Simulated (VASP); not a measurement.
Input:

```yaml
crystal:
  lattice:
    - [0.00000, 3.18103, 3.18103]
    - [3.18103, 0.00000, 3.18103]
    - [3.18103, 3.18103, 0.00000]
  atoms:
    - { symbol: Ba, position: [0.00000, 0.00000, 0.00000] }
    - { symbol: S, position: [0.50000, 0.50000, 0.50000] }
```

All values below come from PBEsol GGA, VASP's PBE PAW potentials (set 64) (plane waves; VASP 6.6.1). Numerical set-up: PREC = Normal, EDIFF = 1E-5, 400 eV cut-off, 8×8×8 Γ-centred mesh, Gaussian smearing of 0.050 eV, potentials Ba_sv S.

Unless said otherwise, spin-orbit coupling is left out, though it shifts the bands of the heavy elements here.

Question: Predict the energy per atom (σ→0), band gap (on the k-mesh) with the smallest direct gap where there is one.

Answer: 
| Item | Result |
|---|---|
| band gap (on the k-mesh) | 1.96 eV |
| smallest direct gap (on the k-mesh) | 2.09 eV |
| energy per atom (σ→0) | -5.360 eV/atom |

Total energies compare only between runs with the same potentials, cut-off and functional.

The compound is BaS in the rock salt structure. It was relaxed first.
